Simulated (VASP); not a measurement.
A VASP calculation is set up with these files.

**KPOINTS**
```
kpoints
0
gamma
  6 6 4
0 0 0
```

### POSCAR
```
La2O3
1
    1.9596715370    -3.3942505788     0.0000000000
    1.9596715370     3.3942505788     0.0000000000
    0.0000000000     0.0000000000     6.1050325385
La O
2 3
Direct
  0.3333330000   0.6666670000   0.2458258410
  0.6666670000   0.3333330000   0.7541741590
  0.0000000000   0.0000000000   0.0000000000
  0.3333330000   0.6666670000   0.6462239962
  0.6666670000   0.3333330000   0.3537760038
```

**INCAR**
```
SYSTEM = La2O3
PREC = Accurate
ENCUT = 520
EDIFF = 1E-6
NELM = 100
ALGO = Normal
LREAL = .FALSE.
LASPH = .TRUE.
ISMEAR = 0
SIGMA = 0.05
GGA = PE
IVDW = 11
LMAXMIX = 6
LWAVE = .FALSE.
LCHARG = .FALSE.
IBRION = 2
ISIF = 3
NSW = 60
EDIFFG = -0.02
```

POTCAR, in this order: La O (PBE.64 set). Program: vasp_std.

Write an equivalent input for Quantum ESPRESSO's pw.x.

One equivalent input (not run):
```
&CONTROL
  calculation = 'vc-relax'
  pseudo_dir = './pseudo'
  outdir = './out'
  tprnfor = .true.
  tstress = .true.
  nstep = 60
  forc_conv_thr = 0.00078
/
&SYSTEM
  ibrav = 0
  nat = 5
  ntyp = 2
  ecutwfc = 110
  occupations = 'smearing'
  smearing = 'gaussian'
  degauss = 0.003675
  input_dft = 'pbe'
  vdw_corr = 'grimme-d3'
  dftd3_version = 3
  dftd3_threebody = .false.
/
&ELECTRONS
  conv_thr = 7.3e-08
  electron_maxstep = 100
/
&IONS
/
&CELL
/
ATOMIC_SPECIES
  La 138.905 La.upf
  O 15.999 O.upf
CELL_PARAMETERS angstrom
     1.9596715   -3.3942506    0.0000000
     1.9596715    3.3942506    0.0000000
     0.0000000    0.0000000    6.1050325
ATOMIC_POSITIONS crystal
  La   0.3333330  0.6666670  0.2458258
  La   0.6666670  0.3333330  0.7541742
  O    0.0000000  0.0000000  0.0000000
  O    0.3333330  0.6666670  0.6462240
  O    0.6666670  0.3333330  0.3537760
K_POINTS automatic
  6 6 4 0 0 0
```
Limits of the translation: the potentials are each code's own (VASP's PAW set, PseudoDojo norm-conserving files in pw.x), so ENCUT and ecutwfc are chosen apart and not converted; conv_thr bounds pw.x's estimated SCF error, while EDIFF bounds the energy change between steps; forc_conv_thr acts on force components and is met together with etot_conv_thr.

The compound is La2O3 in the a-type structure. It was relaxed first. The start is the result of an earlier pass.
